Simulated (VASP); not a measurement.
Computed with SCAN meta-GGA, VASP's PBE PAW potentials (set 64) (plane waves; VASP).

Input for VASP

File KPOINTS_OPT:
```
k-points along high-symmetry lines
10
Line-mode
Reciprocal
  0.000000   0.000000   0.000000 ! GAMMA
 -0.500000  -0.500000   0.000000 ! X

 -0.500000  -0.500000   0.000000 ! X
 -0.375000  -0.375000   0.250000 ! U

 -0.375000   0.000000   0.375000 ! K
  0.000000   0.000000   0.000000 ! GAMMA

  0.000000   0.000000   0.000000 ! GAMMA
  0.000000   0.000000   0.500000 ! L

  0.000000   0.000000   0.500000 ! L
 -0.500000  -0.250000   0.250000 ! W

 -0.500000  -0.250000   0.250000 ! W
 -0.500000  -0.500000   0.000000 ! X
```

### KPOINTS
```
K-points
0
gamma
 11 11 11
```

**INCAR**
```
# general
SYSTEM  = BAs
PREC    = Accurate
ENCUT   = 520   # plane-wave cut-off (eV)
LREAL   = .False.
LASPH   = .True.   # aspherical one-centre terms

# electronic loop
EDIFF   = 1E-7
NELM    = 100   # most electronic steps
ALGO    = Normal
LMAXMIX = 4
LMIXTAU = .True.

# smearing
ISMEAR  = -5   # tetrahedra, Bloechl

# functional
METAGGA = SCAN

# ions
ISIF    = 2

# output
LWAVE   = .False.
LCHARG  = .False.
LORBIT  = 11   # lm-projected
NEDOS   = 601   # DOS grid
```

**POSCAR**
```
BAs
1
    0.0000000000     2.3892147793     2.3892147793
    2.3892147793    -0.0000000000     2.3892147793
    2.3892147793     2.3892147793    -0.0000000000
B As
1 1
Direct
  0.0000000000   0.0000000000   0.0000000000
  0.2500000000   0.2500000000   0.2500000000
```

POTCAR, in this order: B As (PBE.64 set). Program: vasp_std.

The resulting files:

OSZICAR:
```
       N       E                     dE             d eps       ncg     rms          rms(c)
DAV:   1    -0.350842239573E+01   -0.35084E+01   -0.40260E+03   896   0.906E+02
DAV:   2    -0.291222831058E+02   -0.25614E+02   -0.25312E+02  1432   0.111E+02
DAV:   3    -0.294679933451E+02   -0.34571E+00   -0.34571E+00   976   0.174E+01
DAV:   4    -0.294687521978E+02   -0.75885E-03   -0.75885E-03  1376   0.769E-01
DAV:   5    -0.294687523902E+02   -0.19238E-06   -0.19238E-06   992   0.949E-03    0.444E+00
DAV:   6    -0.279778466425E+02    0.14909E+01   -0.12316E+00  1160   0.859E+00    0.258E+00
DAV:   7    -0.275237652263E+02    0.45408E+00   -0.39524E-01  1072   0.679E+00    0.880E-01
DAV:   8    -0.278154295263E+02   -0.29166E+00   -0.20949E-01   896   0.617E+00    0.294E-01
DAV:   9    -0.278582004198E+02   -0.42771E-01   -0.18297E-01   896   0.655E+00    0.116E-01
DAV:  10    -0.278627379983E+02   -0.45376E-02   -0.19664E-02  1064   0.243E+00    0.884E-02
DAV:  11    -0.278701033717E+02   -0.73654E-02   -0.13364E-02   896   0.161E+00    0.895E-02
DAV:  12    -0.278665685089E+02    0.35349E-02   -0.17970E-02   896   0.186E+00    0.266E-02
DAV:  13    -0.278660092655E+02    0.55924E-03   -0.14034E-03   912   0.511E-01    0.108E-02
DAV:  14    -0.278661564183E+02   -0.14715E-03   -0.38271E-04   992   0.315E-01    0.101E-02
DAV:  15    -0.278661566732E+02   -0.25490E-06   -0.21002E-05  1120   0.706E-02    0.132E-02
DAV:  16    -0.278660978520E+02    0.58821E-04   -0.19515E-04   896   0.219E-01    0.326E-03
DAV:  17    -0.278661035175E+02   -0.56656E-05   -0.28953E-05   960   0.931E-02    0.249E-03
DAV:  18    -0.278661051955E+02   -0.16780E-05   -0.78771E-07  1144   0.140E-02    0.138E-03
DAV:  19    -0.278661049538E+02    0.24173E-06   -0.10996E-06   912   0.160E-02    0.337E-04
DAV:  20    -0.278661051697E+02   -0.21591E-06   -0.38757E-07   896   0.908E-03    0.189E-04
DAV:  21    -0.278661053325E+02   -0.16281E-06   -0.19567E-08   448   0.211E-03    0.920E-05
DAV:  22    -0.278661052021E+02    0.13035E-06   -0.88775E-09   448   0.131E-03    0.111E-04
DAV:  23    -0.278661052877E+02   -0.85598E-07   -0.56485E-09   448   0.974E-04
   1 F= -.27866105E+02 E0= -.27866105E+02  d E =0.000000E+00
       N       E                     dE             ncg
       N       E                     dE             ncg
```

**OUTCAR**
```
------------------------ aborting loop because EDIFF is reached ----------------------------------------
  FORCE on cell =-STRESS in cart. coord.  units (eV):
  Direction    XX          YY          ZZ          XY          YZ          ZX
  --------------------------------------------------------------------------------------
  Total        0.0063789      0.0063789      0.0063789      0.0000000      0.0000000     -0.0000000
  in kB        0.3746797      0.3746797      0.3746797      0.0000000      0.0000000     -0.0000000
  external PRESSURE =       0.3746797 kB  Pullay stress =       0.0000000 kB
  volume of cell :       27.28
      direct lattice vectors                 reciprocal lattice vectors
     0.000000000  2.389214779  2.389214779    -0.209273777  0.209273777  0.209273777
     2.389214779  0.000000000  2.389214779     0.209273777 -0.209273777  0.209273777
     2.389214779  2.389214779  0.000000000     0.209273777  0.209273777 -0.209273777
  FREE ENERGIE OF THE ION-ELECTRON SYSTEM (eV)
  ---------------------------------------------------
  free  energy   TOTEN  =       -27.8661052877 eV

  energy  without entropy=      -27.8661052877  energy(sigma->0) =      -27.86610529

 total charge

# of ion       s       p       d       tot
------------------------------------------
    1        0.663   1.165   0.000   1.828
    2        1.168   1.689   0.092   2.949
--------------------------------------------------
tot          1.831   2.854   0.092   4.777
```
(Selected blocks of OUTCAR.)

The structure comes from a measured BAs entry (F-43m) of the Crystallography Open Database, whose conditions weren't checked. It was relaxed first.
